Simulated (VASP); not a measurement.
Input for VASP

### KPOINTS
```
Automatic mesh
0
gamma
9 9 9
0 0 0
```

INCAR:
```
# general
SYSTEM  = LaAl
PREC    = Accurate
ENCUT   = 400
LREAL   = F   # projection in real space or not
LASPH   = T   # aspherical one-centre terms

# electronic loop
EDIFF   = 1E-6
NELM    = 100   # most electronic steps
ALGO    = Normal   # blocked Davidson
LMAXMIX = 6   # l cut-off of mixed one-centre charges

# smearing
ISMEAR  = 1   # Methfessel-Paxton
SIGMA   = 0.1   # width (eV)

# functional
GGA     = PE

# ions
IBRION  = 2   # conjugate gradients
NSW     = 60   # most ionic steps
ISIF    = 3   # ions, shape and volume
EDIFFG  = -0.01   # ionic stop

# output
LWAVE   = F
LCHARG  = F
```

File POSCAR:
```
LaAl
1
   -0.0000000000     3.2000679985     3.2000679985
    3.2000679985    -0.0000000000     3.2000679985
    3.2000679985     3.2000679985     0.0000000000
La Al
1 1
Direct
  0.0000000000   0.0000000000   0.0000000000
  0.5000000000   0.5000000000   0.5000000000
```

POTCAR, in this order: La Al (PBE.64 set). Program: vasp_std.

Problem. Translate this PBE calculation to Ansatz.

Solution. One equivalent input (not run):
Ansatz 0.2 input:
```yaml
crystal:
  lattice:
    - [0.0000000, 3.2000680, 3.2000680]
    - [3.2000680, 0.0000000, 3.2000680]
    - [3.2000680, 3.2000680, 0.0000000]
  atoms:
    - { symbol: La, position: [0.0000000, 0.0000000, 0.0000000] }
    - { symbol: Al, position: [0.5000000, 0.5000000, 0.5000000] }
kpoints:
  mp_grid: { grid: [9, 9, 9] }
hamiltonian:
  xc: pbe
  pseudopotentials: { kind: paw }
scf:
  occupations: { method: methfessel_paxton, width: 0.1 }
  max_iter: 100
relax:
  max_steps: 60
  f_tol: 0.01
  cell: {}
output: { forces: true, stress: true, eigenvalues: true }
```
The two are equivalent in intent, not identical: each code has its own PAW files, so the cut-off isn't converted (ENCUT is set for VASP's; basis.ecutwfc is left out, and Ansatz then takes the one that its files recommend); Ansatz stops its SCF on the density residual and VASP on the energy change (EDIFF).

The structure was generated: LaAl was put into the rock salt type (Fm-3m), which need not be its known phase. This run relaxes it. Symmetry was kept, so distortions that lower it aren't found. The start is the result of an earlier pass.
